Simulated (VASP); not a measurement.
Output of a VASP run:

OUTCAR:
```
 ion  position               nearest neighbor table
   1  0.849  0.250  0.962-  17 2.73  11 2.87  11 2.87  18 3.12  18 3.12
   2  0.151  0.750  0.038-  18 2.73  12 2.87  12 2.87  17 3.12  17 3.12
   3  0.651  0.750  0.462-  19 2.73   9 2.87   9 2.87  20 3.12  20 3.12
   4  0.349  0.250  0.538-  20 2.73  10 2.87  10 2.87  19 3.12  19 3.12
   5  0.519  0.250  0.171-  14 2.82  14 2.82   9 2.84  13 3.14  19 3.22  19 3.22
   6  0.481  0.750  0.829-  13 2.82  13 2.82  10 2.84  14 3.14  20 3.22  20 3.22
   7  0.981  0.750  0.671-  16 2.82  16 2.82  11 2.84  15 3.14  17 3.22  17 3.22
   8  0.019  0.250  0.329-  15 2.82  15 2.82  12 2.84  16 3.14  18 3.22  18 3.22
   9  0.712  0.250  0.305-   5 2.84   3 2.87   3 2.87
  10  0.288  0.750  0.695-   6 2.84   4 2.87   4 2.87
  11  0.788  0.750  0.805-   7 2.84   1 2.87   1 2.87
  12  0.212  0.250  0.195-   8 2.84   2 2.87   2 2.87
  13  0.375  0.250  0.948-   6 2.82   6 2.82   5 3.14
  14  0.625  0.750  0.052-   5 2.82   5 2.82   6 3.14
  15  0.125  0.750  0.448-   8 2.82   8 2.82   7 3.14
  16  0.875  0.250  0.552-   7 2.82   7 2.82   8 3.14
  17  0.053  0.250  0.867-   1 2.73   2 3.12   2 3.12   7 3.22   7 3.22
  18  0.947  0.750  0.133-   2 2.73   1 3.12   1 3.12   8 3.22   8 3.22
  19  0.447  0.750  0.367-   3 2.73   4 3.12   4 3.12   5 3.22   5 3.22
  20  0.553  0.250  0.633-   4 2.73   3 3.12   3 3.12   6 3.22   6 3.22
  LATTYP: Found a simple orthorhombic cell.
 ALAT       =     4.1590200000
 B/A-ratio  =     2.8053899717
 C/A-ratio  =     2.9565109088
 Subroutine PRICEL returns:
 Original cell was already a primitive cell.
 Subroutine GETGRP returns: Found  8 space group operations
The static configuration has the point symmetry S_2 .
 The point group associated with its full space group is D_2h.
The dynamic configuration has the point symmetry S_2 .
 Subroutine INISYM returns: Found  8 space group operations
 Subroutine IBZKPT returns following result:
 Found      4 irreducible k-points:

 Following reciprocal coordinates:
            Coordinates               Weight
  0.000000  0.000000  0.000000      1.000000
  0.000000  0.333333  0.000000      2.000000
  0.000000  0.000000  0.500000      1.000000
  0.000000  0.333333  0.500000      2.000000
   k-points           NKPTS =      4   k-points in BZ     NKDIM =      4   number of bands    NBANDS=    115
   number of dos      NEDOS =    301   number of ions     NIONS =     20
   total plane-waves  NPLWV = 117600
   dimension x,y,z NGX =    70 NGY =   24 NGZ =   70
   dimension x,y,z NGXF=   140 NGYF=   48 NGZF=  140
   ions per type =               8  12
   PREC   = accura    normal or accurate (medium, high low for compatibility)
   ISTART =      0    job   : 0-new  1-cont  2-samecut
   ICHARG =      2    charge: 1-file 2-atom 10-const
   ISPIN  =      1    spin polarized calculation?
   LNONCOLLINEAR =      F non collinear calculations
   LSORBIT =      F    spin-orbit coupling
   INIWAV =      1    electr: 0-lowe 1-rand  2-diag
   ENCUT  =  300.0 eV  22.05 Ry    4.70 a.u.  17.37  5.87 16.48*2*pi/ulx,y,z
   NELM   =    100;   NELMIN=  2; NELMDL= -5     # of ELM steps
   EDIFF  = 0.1E-05   stopping-criterion for ELM
   LREAL  =      T    real-space projection
   NLSPLINE    = F    spline interpolate recip. space projectors
   LMAXMIX     =    4 max onsite mixed and CHGCAR
   VOSKOWN=      0    Vosko Wilk Nusair interpolation
   EDIFFG = 0.1E-04   stopping-criterion for IOM
   NSW    =      0    number of steps for IOM
   NBLOCK =      1;   KBLOCK =      1    inner block; outer block
   IBRION =     -1    ionic relax: 0-MD 1-quasi-New 2-CG
   NFREE  =      0    steps in history (QN), initial steepest desc. (CG)
   ISIF   =      2    stress and relaxation
   ISYM   =      2    0-nonsym 1-usesym 2-fastsym
   TEIN   =    0.0    initial temperature
   TEBEG  =    0.0;   TEEND  =   0.0 temperature during run
   SMASS  =  -3.00    Nose mass-parameter (am)
   PSTRESS=    0.0 pullay stress
   NELECT =     192.0000    total number of electrons
   EFERMI =   0.00;   METHOD = LEGACY
   ISMEAR =     0;   SIGMA  =   0.01  broadening in eV -4-tet -1-fermi 0-gaus
   IALGO  =     38    algorithm
   LDIAG  =      T    sub-space diagonalisation (order eigenvalues)
   IMIX   =      4    mixing-type and parameters
     AMIX     =   0.40;   BMIX     =  1.00
     AMIX_MAG =   1.60;   BMIX_MAG =  1.00
...
```

### OSZICAR
```
       N       E                     dE             d eps       ncg     rms          rms(c)
DAV:   1     0.172275189628E+04    0.17228E+04   -0.67034E+04   976   0.116E+03
DAV:   2     0.139001650227E+03   -0.15838E+04   -0.15357E+04  1011   0.365E+02
DAV:   3    -0.836522494422E+02   -0.22265E+03   -0.21550E+03  1104   0.163E+02
DAV:   4    -0.957698911069E+02   -0.12118E+02   -0.11949E+02  1048   0.389E+01
DAV:   5    -0.964309720480E+02   -0.66108E+00   -0.65919E+00  1280   0.795E+00    0.104E+01
DAV:   6    -0.928369912274E+02    0.35940E+01   -0.71655E+00  1168   0.802E+00    0.610E+00
DAV:   7    -0.928170680720E+02    0.19923E-01   -0.16084E+00  1200   0.258E+00    0.310E+00
DAV:   8    -0.927814803730E+02    0.35588E-01   -0.14550E-01  1152   0.155E+00    0.585E-01
DAV:   9    -0.927766563154E+02    0.48241E-02   -0.20032E-02  1152   0.525E-01    0.203E-01
DAV:  10    -0.927769891276E+02   -0.33281E-03   -0.43922E-03  1160   0.173E-01    0.989E-02
DAV:  11    -0.927770383652E+02   -0.49238E-04   -0.23992E-04  1280   0.533E-02    0.388E-02
DAV:  12    -0.927770529785E+02   -0.14613E-04   -0.68043E-05  1064   0.328E-02    0.917E-03
DAV:  13    -0.927770538147E+02   -0.83620E-06   -0.15289E-05  1024   0.132E-02    0.634E-03
DAV:  14    -0.927770539339E+02   -0.11921E-06   -0.21941E-06   712   0.465E-03
   1 F= -.92777054E+02 E0= -.92777054E+02  d E =-.257121E-61
```

**OUTCAR**
```
------------------------ aborting loop because EDIFF is reached ----------------------------------------
  FORCE on cell =-STRESS in cart. coord.  units (eV):
  Direction    XX          YY          ZZ          XY          YZ          ZX
  --------------------------------------------------------------------------------------
  Total      -12.2884932    -12.3243233    -16.2673078      0.0000000      0.0000000      0.0000000
  in kB      -32.9961648    -33.0923731    -43.6797873      0.0000000      0.0000000      0.0000000
  external PRESSURE =     -36.5894417 kB  Pullay stress =       0.0000000 kB
  volume of cell :      596.69
      direct lattice vectors                 reciprocal lattice vectors
    12.296188000  0.000000000  0.000000000     0.081326017  0.000000000  0.000000000
     0.000000000  4.159020000  0.000000000     0.000000000  0.240441258  0.000000000
     0.000000000  0.000000000 11.667673000     0.000000000  0.000000000  0.085706893
 POSITION                                       TOTAL-FORCE (eV/Angst)
 -----------------------------------------------------------------------------------
     10.44205      1.03975     11.22582         0.095710      0.000000     -0.162211
      1.85414      3.11926      0.44185        -0.095710     -0.000000      0.162211
      8.00224      3.11926      5.39198        -0.095710      0.000000     -0.162211
      4.29395      1.03975      6.27569         0.095710      0.000000      0.162211
      6.37914      1.03975      1.98957         0.153504      0.000000     -0.008815
      5.91705      3.11926      9.67810        -0.153504      0.000000      0.008815
     12.06514      3.11926      7.82341        -0.153504      0.000000     -0.008815
      0.23105      1.03975      3.84426         0.153504      0.000000      0.008815
      8.75280      1.03975      3.55584        -0.094223     -0.000000      0.226344
      3.54339      3.11926      8.11183         0.094223      0.000000     -0.226344
      9.69149      3.11926      9.38968         0.094223     -0.000000      0.226344
      2.60470      1.03975      2.27800        -0.094223      0.000000     -0.226344
      4.61242      1.03975     11.06049         0.016142      0.000000     -0.037293
      7.68376      3.11926      0.60719        -0.016142      0.000000      0.037293
      1.53567      3.11926      5.22665        -0.016142     -0.000000     -0.037293
     10.76052      1.03975      6.44102         0.016142      0.000000      0.037293
      0.64555      1.03975     10.11704        -0.068609      0.000000      0.019222
     11.65064      3.11926      1.55063         0.068609      0.000000     -0.019222
      5.50254      3.11926      4.28320         0.068609     -0.000000      0.019222
      6.79364      1.03975      7.38447        -0.068609      0.000000     -0.019222
 -----------------------------------------------------------------------------------
    total drift:                                0.000000      0.000000      0.000000
  FREE ENERGIE OF THE ION-ELECTRON SYSTEM (eV)
  ---------------------------------------------------
  free  energy   TOTEN  =       -92.7770539339 eV

  energy  without entropy=      -92.7770539339  energy(sigma->0) =      -92.77705393
```
(Selected blocks of OUTCAR.)

POSCAR:
```
Bi2Se3
1
   12.2961880000     0.0000000000     0.0000000000
    0.0000000000     4.1590200000     0.0000000000
    0.0000000000     0.0000000000    11.6676730000
Bi Se
8 12
Direct
  0.8492100000   0.2500000000   0.9621300000
  0.1507900000   0.7500000000   0.0378700000
  0.6507900000   0.7500000000   0.4621300000
  0.3492100000   0.2500000000   0.5378700000
  0.5187900000   0.2500000000   0.1705200000
  0.4812100000   0.7500000000   0.8294800000
  0.9812100000   0.7500000000   0.6705200000
  0.0187900000   0.2500000000   0.3294800000
  0.7118300000   0.2500000000   0.3047600000
  0.2881700000   0.7500000000   0.6952400000
  0.7881700000   0.7500000000   0.8047600000
  0.2118300000   0.2500000000   0.1952400000
  0.3751100000   0.2500000000   0.9479600000
  0.6248900000   0.7500000000   0.0520400000
  0.1248900000   0.7500000000   0.4479600000
  0.8751100000   0.2500000000   0.5520400000
  0.0525000000   0.2500000000   0.8671000000
  0.9475000000   0.7500000000   0.1329000000
  0.4475000000   0.7500000000   0.3671000000
  0.5525000000   0.2500000000   0.6329000000
```

Task: Write an INCAR and KPOINTS that could have produced this output.

Result: Several could match; the one computed here: the input of the run itself, LDA (Ceperley-Alder, Perdew-Zunger), plane waves, VASP's LDA PAW potentials (set 64).

File KPOINTS:
```
Automatic mesh
0
Gamma
1 3 2
0 0 0
```

INCAR:
```
SYSTEM  =  Bi2Se3
PREC  =  Accurate; ENCUT  =  300; LREAL  =  Auto
LASPH  =  T
EDIFF  =  1E-6; NELM  =  100; ALGO  =  Normal
LMAXMIX  =  4
ISMEAR  =  0; SIGMA  =  0.01
ISIF  =  2
LWAVE  =  F; LCHARG  =  F
```

POTCAR, in this order: Bi_d Se (LDA.64 set). Program: vasp_std.

At this cut-off the stress carries a Pulay error, which pulls relaxed volumes low.

The structure comes from a computed database's Bi2Se3 entry; how it stands against other phases isn't given here. The cell was not relaxed at this level. The k-mesh is coarse (spacing up to 0.51 per Å, 2π included), so the numbers may not be converged in it.
